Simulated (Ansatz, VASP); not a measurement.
# Cross-check of HfO2 between VASP and Ansatz, part 2 of 3

Aim: how closely do two programs agree when they are given the same cell, functional and k mesh? The cell is taken from a series of runs on this material, whose earlier steps may have relaxed, scaled, displaced or heated it; both programs get it as it stands.

VASP 6.6.1 and Ansatz 0.2.0.

So far: The structure; VASP: zone-centre phonons, LDA.

### 2. VASP: zone-centre phonons, LDA (continued)

Level of this step: LDA; plane waves and PAW (O, Hf_pv) (VASP).

From OUTCAR (step 2):

```text
ion  position               nearest neighbor table
   1  0.000  0.500  0.708-   5 2.05   5 2.05   6 2.30   6 2.30
   2  0.500  0.000  0.792-   6 2.05   6 2.05   5 2.30   5 2.30
   3  0.500  0.000  0.292-   5 2.05   5 2.05   6 2.30   6 2.30
   4  0.000  0.500  0.208-   6 2.05   6 2.05   5 2.30   5 2.30
   5  0.500  0.500  0.500-   1 2.05   3 2.05   3 2.05   1 2.05   2 2.30   2 2.30   4 2.30   4 2.30
                             6 3.55   6 3.55   6 3.55   6 3.55   6 3.55   6 3.55   6 3.55   6 3.55
   6  0.000  0.000  0.000-   2 2.05   4 2.05   4 2.05   2 2.05   1 2.30   3 2.30   1 2.30   3 2.30
                             5 3.55   5 3.55   5 3.55   5 3.55   5 3.55   5 3.55   5 3.55   5 3.55

  LATTYP: Found a simple tetragonal cell.
 ALAT       =     3.5183471577
 C/A-ratio  =     1.4369874664

 Subroutine GETGRP returns: Found 16 space group operations
 (whereof  8 operations were pure point group operations)

The static configuration has the point symmetry D_2d.
 The point group associated with its full space group is D_4h.

 Found     60 irreducible k-points:

   k-points           NKPTS =     60   k-points in BZ     NKDIM =     60   number of bands    NBANDS=     28

   dimension x,y,z NGX =    28 NGY =   28 NGZ =   40
   dimension x,y,z NGXF=    56 NGYF=   56 NGZF=   80

   ENCUT  =  600.0 eV  44.10 Ry    6.64 a.u.   7.03  7.03 10.10*2*pi/ulx,y,z

   NELECT =      44.0000    total number of electrons

 k-points in reciprocal lattice and weights: Automatic mesh
   0.00000000  0.00000000  0.00000000       0.003
   0.12500000  0.00000000  0.00000000       0.010
   0.25000000  0.00000000  0.00000000       0.010
   0.37500000  0.00000000  0.00000000       0.010
   0.50000000  0.00000000  0.00000000       0.005
   0.12500000  0.12500000  0.00000000       0.010
   0.25000000  0.12500000  0.00000000       0.021
   0.37500000  0.12500000  0.00000000       0.021
   0.50000000  0.12500000  0.00000000       0.010
[...]
0.50000000  0.37500000  0.50000000       0.010
   0.50000000  0.50000000  0.50000000       0.003

 average (electrostatic) potential at core
       1 -70.4867       2 -70.4867       3 -70.4867       4 -70.4867       5 -36.9671
       6 -36.9671

 Eigenvectors and eigenvalues of the dynamical matrix
 ----------------------------------------------------

   1 f  =   20.659229 THz   129.805764 2PiTHz  689.117702 cm-1    85.439667 meV
             X         Y         Z           dx          dy          dz
      0.000000  1.759174  3.579281    -0.000000    0.000000   -0.500000
      1.759174  0.000000  4.004451     0.000000   -0.000000   -0.500000
      1.759174  0.000000  1.476540    -0.000000    0.000000    0.500000
      0.000000  1.759174  1.051370     0.000000   -0.000000    0.500000
      1.759174  1.759174  2.527910     0.000000   -0.000000   -0.000000
      0.000000  0.000000  0.000000    -0.000000    0.000000    0.000000

   2 f  =   20.632376 THz   129.637039 2PiTHz  688.221968 cm-1    85.328611 meV
             X         Y         Z           dx          dy          dz
      0.000000  1.759174  3.579281     0.702385   -0.000633   -0.000000
      1.759174  0.000000  4.004451    -0.702385    0.000633   -0.000000
      1.759174  0.000000  1.476540     0.040845   -0.010885    0.000000
      0.000000  1.759174  1.051370    -0.040845    0.010885    0.000000
      1.759174  1.759174  2.527910    -0.069764    0.001081    0.000000
      0.000000  0.000000  0.000000     0.069764   -0.001081    0.000000

   3 f  =   20.632376 THz   129.637039 2PiTHz  688.221968 cm-1    85.328611 meV
             X         Y         Z           dx          dy          dz
      0.000000  1.759174  3.579281     0.010885    0.040845    0.000000
      1.759174  0.000000  4.004451    -0.010885   -0.040845    0.000000
      1.759174  0.000000  1.476540     0.000633    0.702385   -0.000000
      0.000000  1.759174  1.051370    -0.000633   -0.702385   -0.000000
      1.759174  1.759174  2.527910    -0.001081   -0.069764   -0.000000
      0.000000  0.000000  0.000000     0.001081    0.069764    0.000000

   4 f  =   18.579447 THz   116.738106 2PiTHz  619.743631 cm-1    76.838383 meV
             X         Y         Z           dx          dy          dz
      0.000000  1.759174  3.579281    -0.000000   -0.000000   -0.493668
      1.759174  0.000000  4.004451     0.000000    0.000000    0.493668
      1.759174  0.000000  1.476540     0.000000    0.000000   -0.493668
      0.000000  1.759174  1.051370    -0.000000   -0.000000    0.493668
      1.759174  1.759174  2.527910     0.000000   -0.000000    0.112175
      0.000000  0.000000  0.000000     0.000000   -0.000000   -0.112175

   5 f  =   14.490294 THz    91.045204 2PiTHz  483.344190 cm-1    59.927015 meV
             X         Y         Z           dx          dy          dz
      0.000000  1.759174  3.579281     0.040552   -0.300591    0.000000
      1.759174  0.000000  4.004451    -0.040552    0.300591   -0.000000
      1.759174  0.000000  1.476540    -0.637278    0.019128   -0.000000
      0.000000  1.759174  1.051370     0.637278   -0.019128    0.000000
      1.759174  1.759174  2.527910     0.035168    0.016588    0.000000
      0.000000  0.000000  0.000000    -0.035168   -0.016588   -0.000000

   6 f  =   14.490294 THz    91.045204 2PiTHz  483.344190 cm-1    59.927015 meV
             X         Y         Z           dx          dy          dz
      0.000000  1.759174  3.579281    -0.019128   -0.637278   -0.000000
      1.759174  0.000000  4.004451     0.019128    0.637278    0.000000
      1.759174  0.000000  1.476540     0.300591    0.040552    0.000000
      0.000000  1.759174  1.051370    -0.300591   -0.040552   -0.000000
      1.759174  1.759174  2.527910    -0.016588    0.035168   -0.000000
      0.000000  0.000000  0.000000     0.016588   -0.035168    0.000000

   7 f  =   14.082786 THz    88.484751 2PiTHz  469.751163 cm-1    58.241695 meV
             X         Y         Z           dx          dy          dz
      0.000000  1.759174  3.579281     0.298837    0.073832   -0.000000
      1.759174  0.000000  4.004451     0.298837    0.073832    0.000000
      1.759174  0.000000  1.476540    -0.036175   -0.609910    0.000000
      0.000000  1.759174  1.051370    -0.036175   -0.609910    0.000000
      1.759174  1.759174  2.527910    -0.078643    0.160506   -0.000000
      0.000000  0.000000  0.000000    -0.078643    0.160506   -0.000000

   8 f  =   14.082786 THz    88.484751 2PiTHz  469.751163 cm-1    58.241695 meV
             X         Y         Z           dx          dy          dz
      0.000000  1.759174  3.579281     0.609910   -0.036175    0.000000
      1.759174  0.000000  4.004451     0.609910   -0.036175   -0.000000
      1.759174  0.000000  1.476540    -0.073832    0.298837    0.000000
      0.000000  1.759174  1.051370    -0.073832    0.298837    0.000000
      1.759174  1.759174  2.527910    -0.160506   -0.078643   -0.000000
      0.000000  0.000000  0.000000    -0.160506   -0.078643    0.000000

   9 f  =    9.824365 THz    61.728305 2PiTHz  327.705540 cm-1    40.630290 meV
             X         Y         Z           dx          dy          dz
      0.000000  1.759174  3.579281     0.000000    0.000000   -0.460348
      1.759174  0.000000  4.004451     0.000000   -0.000000   -0.460348
      1.759174  0.000000  1.476540    -0.000000   -0.000000   -0.460348
      0.000000  1.759174  1.051370     0.000000   -0.000000   -0.460348
      1.759174  1.759174  2.527910    -0.000000    0.000000    0.275970
      0.000000  0.000000  0.000000     0.000000   -0.000000    0.275970

  10 f  =    8.386393 THz    52.693264 2PiTHz  279.739974 cm-1    34.683321 meV
             X         Y         Z           dx          dy          dz
      0.000000  1.759174  3.579281     0.000000    0.000000   -0.500000
      1.759174  0.000000  4.004451    -0.000000   -0.000000    0.500000
      1.759174  0.000000  1.476540    -0.000000   -0.000000    0.500000
      0.000000  1.759174  1.051370    -0.000000    0.000000   -0.500000
      1.759174  1.759174  2.527910     0.000000   -0.000000   -0.000000
      0.000000  0.000000  0.000000    -0.000000    0.000000    0.000000

  11 f  =    7.225977 THz    45.402152 2PiTHz  241.032647 cm-1    29.884226 meV
             X         Y         Z           dx          dy          dz
      0.000000  1.759174  3.579281     0.000000   -0.000000    0.079320
      1.759174  0.000000  4.004451     0.000000   -0.000000   -0.079320
      1.759174  0.000000  1.476540    -0.000000    0.000000    0.079320
      0.000000  1.759174  1.051370    -0.000000    0.000000   -0.079320
      1.759174  1.759174  2.527910    -0.000000   -0.000000    0.698152
      0.000000  0.000000  0.000000     0.000000    0.000000   -0.698152

  12 f  =    3.934201 THz    24.719313 2PiTHz  131.230813 cm-1    16.270540 meV
             X         Y         Z           dx          dy          dz
      0.000000  1.759174  3.579281     0.015483   -0.550592   -0.000000
      1.759174  0.000000  4.004451     0.015483   -0.550592    0.000000
      1.759174  0.000000  1.476540     0.390545   -0.021828    0.000000
      0.000000  1.759174  1.051370     0.390545   -0.021828   -0.000000
      1.759174  1.759174  2.527910    -0.120815    0.170325   -0.000000
      0.000000  0.000000  0.000000    -0.120815    0.170325   -0.000000

  13 f  =    3.934201 THz    24.719313 2PiTHz  131.230813 cm-1    16.270540 meV
             X         Y         Z           dx          dy          dz
      0.000000  1.759174  3.579281     0.021828    0.390545   -0.000000
      1.759174  0.000000  4.004451     0.021828    0.390545    0.000000
      1.759174  0.000000  1.476540     0.550592    0.015483    0.000000
      0.000000  1.759174  1.051370     0.550592    0.015483   -0.000000
      1.759174  1.759174  2.527910    -0.170325   -0.120815    0.000000
      0.000000  0.000000  0.000000    -0.170325   -0.120815   -0.000000
    [... 43 further lines ...]
      1.759174  1.759174  2.527910    -0.538113    0.367261    0.000000
      0.000000  0.000000  0.000000    -0.538113    0.367261    0.000000

 MACROSCOPIC STATIC DIELECTRIC TENSOR IONIC CONTRIBUTION
 ------------------------------------------------------
          47.302455    -0.000000    -0.000000
          -0.000000    47.302455     0.000000
          -0.000000     0.000000    13.385269
 ------------------------------------------------------

 ELASTIC MODULI CONTR FROM IONIC RELAXATION (kBar)
 Direction    XX          YY          ZZ          XY          YZ          ZX
 --------------------------------------------------------------------------------
 XX        -790.9607    339.8202   -558.9744      0.0000     -0.0000     -0.0000
 YY         339.8202   -790.9607   -558.9744      0.0000     -0.0000     -0.0000
 ZZ        -558.9744   -558.9744  -1385.1665      0.0000     -0.0000     -0.0000
 XY           0.0000      0.0000      0.0000      0.0000      0.0000      0.0000
 YZ          -0.0000     -0.0000     -0.0000      0.0000   -658.5061     -0.0000
 ZX          -0.0000     -0.0000     -0.0000      0.0000     -0.0000   -674.3512
 --------------------------------------------------------------------------------

 PIEZOELECTRIC TENSOR IONIC CONTR  for field in x, y, z        (C/m^2)
          XX          YY          ZZ          XY          YZ          ZX
  --------------------------------------------------------------------------------
  x     0.00000     0.00000     0.00000     0.00000    -0.00000    -0.00000
  y     0.00000     0.00000     0.00000     0.00000    -0.00000    -0.00000
  z     0.00000    -0.00000    -0.00000     0.00000     0.00000     0.00000
```

[end of part 2 of 3]

[Lines on the potential files, build, host, timing and source positions are cut from VASP's logs without a mark.]

[Logs are printed without paths, hosts, clocks, repeated set-up lines and the standing remarks that a program may print on its own settings, such as how far it seeks lower states.]

[Hosts, paths, dates, database ids (printed as entryN), source tags and the programs' standing remarks are cut or masked in the printed files.]
